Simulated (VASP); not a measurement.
These are PBE GGA with D4 dispersion, VASP's PBE PAW potentials (set 64) (plane waves; VASP) values and carry that method's errors.

The input files of a VASP run:

**INCAR**
```
! general
SYSTEM  = SrVO3
PREC    = Accurate
ENCUT   = 520   ! plane-wave cut-off (eV)
LREAL   = .FALSE.   ! projection in real space or not
LASPH   = .TRUE.   ! aspherical one-centre terms

! electronic loop
EDIFF   = 1E-7   ! SCF stop (eV)
NELM    = 100
ALGO    = Normal   ! blocked Davidson
LMAXMIX = 4   ! l cut-off of mixed one-centre charges

! smearing
ISMEAR  = -5   ! tetrahedra, Bloechl

! functional
GGA     = PE   ! PBE
IVDW    = 13

! ions
ISIF    = 2   ! forces and stress, cell fixed

! output
LWAVE   = .FALSE.
LCHARG  = .TRUE.
LORBIT  = 11
NEDOS   = 601   ! DOS grid

! other
LEFG    = .TRUE.
```

KPOINTS:
```
Automatic mesh
0
Gamma
9 9 9
0 0 0
```

File POSCAR:
```
SrVO3
1
    3.8400000000     0.0000000000     0.0000000000
    0.0000000000     3.8400000000     0.0000000000
    0.0000000000     0.0000000000     3.8400000000
Sr V O
1 1 3
Direct
  0.0000000000   0.0000000000   0.0000000000
  0.5000000000   0.5000000000   0.5000000000
  0.5000000000   0.0000000000   0.5000000000
  0.0000000000   0.5000000000   0.5000000000
  0.5000000000   0.5000000000   0.0000000000
```

POTCAR, in this order: Sr_sv V_sv O (PBE.64 set). Program: vasp_std.

Output

OUTCAR:
```
 ion  position               nearest neighbor table
   1  0.000  0.000  0.000-   3 2.72   4 2.72   5 2.72   3 2.72   4 2.72   4 2.72   5 2.72   4 2.72
                             3 2.72   5 2.72   3 2.72   5 2.72   2 3.33   2 3.33   2 3.33   2 3.33
   2  0.500  0.500  0.500-   3 1.92   4 1.92   5 1.92   5 1.92   3 1.92   4 1.92   1 3.33   1 3.33
                             1 3.33   1 3.33   1 3.33   1 3.33   1 3.33   1 3.33
   3  0.500  0.000  0.500-   2 1.92   2 1.92   1 2.72   1 2.72   1 2.72   1 2.72
   4  0.000  0.500  0.500-   2 1.92   2 1.92   1 2.72   1 2.72   1 2.72   1 2.72
   5  0.500  0.500  0.000-   2 1.92   2 1.92   1 2.72   1 2.72   1 2.72   1 2.72
  LATTYP: Found a simple cubic cell.
 ALAT       =     3.8400000000
 Subroutine PRICEL returns:
 Original cell was already a primitive cell.
 Subroutine GETGRP returns: Found 48 space group operations
The static configuration has the point symmetry O_h .
The dynamic configuration has the point symmetry O_h .
 Subroutine INISYM returns: Found 48 space group operations
 Subroutine IBZKPT returns following result:
 Found     35 irreducible k-points:

 Following reciprocal coordinates:
            Coordinates               Weight
  0.000000  0.000000  0.000000      1.000000
  0.111111  0.000000  0.000000      6.000000
  0.222222  0.000000  0.000000      6.000000
  0.333333  0.000000  0.000000      6.000000
  0.444444  0.000000  0.000000      6.000000
  0.111111  0.111111  0.000000     12.000000
  0.222222  0.111111  0.000000     24.000000
  0.333333  0.111111  0.000000     24.000000
  0.444444  0.111111  0.000000     24.000000
  0.222222  0.222222  0.000000     12.000000
  0.333333  0.222222  0.000000     24.000000
  0.444444  0.222222  0.000000     24.000000
  0.333333  0.333333  0.000000     12.000000
  0.444444  0.333333  0.000000     24.000000
  0.444444  0.444444  0.000000     12.000000
  0.111111  0.111111  0.111111      8.000000
  0.222222  0.111111  0.111111     24.000000
  0.333333  0.111111  0.111111     24.000000
  0.444444  0.111111  0.111111     24.000000
  0.222222  0.222222  0.111111     24.000000
  0.333333  0.222222  0.111111     48.000000
  0.444444  0.222222  0.111111     48.000000
  0.333333  0.333333  0.111111     24.000000
  0.444444  0.333333  0.111111     48.000000
  0.444444  0.444444  0.111111     24.000000
  0.222222  0.222222  0.222222      8.000000
  0.333333  0.222222  0.222222     24.000000
  0.444444  0.222222  0.222222     24.000000
  0.333333  0.333333  0.222222     24.000000
  0.444444  0.333333  0.222222     48.000000
  0.444444  0.444444  0.222222     24.000000
  0.333333  0.333333  0.333333      8.000000
  0.444444  0.333333  0.333333     24.000000
  0.444444  0.444444  0.333333     24.000000
  0.444444  0.444444  0.444444      8.000000
   k-points           NKPTS =     35   k-points in BZ     NKDIM =     35   number of bands    NBANDS=     24
   number of dos      NEDOS =    601   number of ions     NIONS =      5
   total plane-waves  NPLWV =  27000
   dimension x,y,z NGX =    30 NGY =   30 NGZ =   30
   dimension x,y,z NGXF=    60 NGYF=   60 NGZF=   60
   ions per type =               1   1   3
   PREC   = accura    normal or accurate (medium, high low for compatibility)
   ISTART =      0    job   : 0-new  1-cont  2-samecut
   ICHARG =      2    charge: 1-file 2-atom 10-const
   ISPIN  =      1    spin polarized calculation?
   LNONCOLLINEAR =      F non collinear calculations
   LSORBIT =      F    spin-orbit coupling
   INIWAV =      1    electr: 0-lowe 1-rand  2-diag
   ENCUT  =  520.0 eV  38.22 Ry    6.18 a.u.   7.14  7.14  7.14*2*pi/ulx,y,z
   NELM   =    100;   NELMIN=  2; NELMDL= -5     # of ELM steps
   EDIFF  = 0.1E-06   stopping-criterion for ELM
   LREAL  =      F    real-space projection
   NLSPLINE    = F    spline interpolate recip. space projectors
   LMAXMIX     =    4 max onsite mixed and CHGCAR
...
```

**OSZICAR**
```
       N       E                     dE             d eps       ncg     rms          rms(c)
DAV:   1     0.459201380186E+03    0.45920E+03   -0.24166E+04  1680   0.179E+03
DAV:   2    -0.200541836867E+02   -0.47926E+03   -0.47553E+03  2120   0.490E+02
DAV:   3    -0.488545331055E+02   -0.28800E+02   -0.28687E+02  1784   0.129E+02
DAV:   4    -0.497483432773E+02   -0.89381E+00   -0.89153E+00  2888   0.201E+01
DAV:   5    -0.497578705784E+02   -0.95273E-02   -0.95060E-02  2032   0.165E+00    0.390E+01
DAV:   6    -0.409408570107E+02    0.88170E+01   -0.97322E+01  2224   0.748E+01    0.187E+01
DAV:   7    -0.399555097235E+02    0.98535E+00   -0.32410E+01  1952   0.512E+01    0.176E+01
DAV:   8    -0.392614291331E+02    0.69408E+00   -0.32818E+00  1880   0.166E+01    0.449E+00
DAV:   9    -0.392869244573E+02   -0.25495E-01   -0.45228E-01  2208   0.479E+00    0.200E+00
DAV:  10    -0.392708942475E+02    0.16030E-01   -0.31546E-01  1856   0.523E+00    0.886E-01
DAV:  11    -0.392635696220E+02    0.73246E-02   -0.57100E-02  1832   0.208E+00    0.276E-01
DAV:  12    -0.392633247519E+02    0.24487E-03   -0.31686E-03  2072   0.521E-01    0.847E-02
DAV:  13    -0.392633137386E+02    0.11013E-04   -0.22796E-04  2112   0.112E-01    0.247E-02
DAV:  14    -0.392633121035E+02    0.16351E-05   -0.68266E-05  1960   0.506E-02    0.105E-02
DAV:  15    -0.392633114782E+02    0.62525E-06   -0.10198E-05  1992   0.309E-02    0.109E-02
DAV:  16    -0.392633117245E+02   -0.24630E-06   -0.23779E-06  1808   0.153E-02    0.322E-03
DAV:  17    -0.392633116887E+02    0.35874E-07   -0.16958E-07  1264   0.297E-03
   1 F= -.40315398E+02 E0= -.40315398E+02  d E =0.000000E+00
```

OUTCAR:
```
------------------------ aborting loop because EDIFF is reached ----------------------------------------
  Edisp (eV):   -1.05209
  FORCE on cell =-STRESS in cart. coord.  units (eV):
  Direction    XX          YY          ZZ          XY          YZ          ZX
  --------------------------------------------------------------------------------------
  Total       0.10400     0.10400     0.10400     0.00000    -0.00000    -0.00000
  in kB       2.94270     2.94270     2.94270     0.00000    -0.00000    -0.00000
  external pressure =        2.94 kB  Pullay stress =        0.00 kB
  volume of cell :       56.62
      direct lattice vectors                 reciprocal lattice vectors
     3.840000000  0.000000000  0.000000000     0.260416667  0.000000000  0.000000000
     0.000000000  3.840000000  0.000000000     0.000000000  0.260416667  0.000000000
     0.000000000  0.000000000  3.840000000     0.000000000  0.000000000  0.260416667
 POSITION                                       TOTAL-FORCE (eV/Angst)
 -----------------------------------------------------------------------------------
      0.00000      0.00000      0.00000         0.000000      0.000000      0.000000
      1.92000      1.92000      1.92000         0.000000      0.000000      0.000000
      1.92000      0.00000      1.92000         0.000000      0.000000      0.000000
      0.00000      1.92000      1.92000         0.000000      0.000000      0.000000
      1.92000      1.92000      0.00000         0.000000      0.000000      0.000000
 -----------------------------------------------------------------------------------
    total drift:                                0.000000      0.000000     -0.000000
  FREE ENERGIE OF THE ION-ELECTRON SYSTEM (eV)
  ---------------------------------------------------
  free  energy   TOTEN  =       -40.3153980638 eV

  energy  without entropy=      -40.3153980638  energy(sigma->0) =      -40.31539806

 total charge

# of ion       s       p       d       tot
------------------------------------------
    1        2.000   5.803   0.219   8.022
    2        2.286   6.350   2.958  11.593
    3        1.565   3.483   0.000   5.048
    4        1.565   3.483   0.000   5.048
    5        1.565   3.483   0.000   5.048
--------------------------------------------------
tot          8.979  22.602   3.177  34.758

 Electric field gradients after diagonalization (V/A^2)
 (convention: |V_zz| > |V_xx| > |V_yy|)
----------------------------------------------------------------------
 ion       V_xx      V_yy      V_zz     asymmetry (V_yy - V_xx)/ V_zz
----------------------------------------------------------------------
   1       0.000    -0.000    -0.000       0.870
   2      -0.000    -0.000     0.000       0.048
   3     -15.096   -15.096    30.191       0.000
   4     -15.096   -15.096    30.191       0.000
   5     -15.096   -15.096    30.191       0.000
```
(Selected blocks of OUTCAR.)

For a metal the tetrahedron method with Blöchl corrections gives inexact stress and forces.

The compound is SrVO3 in the cubic perovskite structure. The cell was not relaxed at this level. The run is not spin-polarised, so no magnetic state was tried. The electron count is odd and the run is not spin-polarised, which forces a metal.
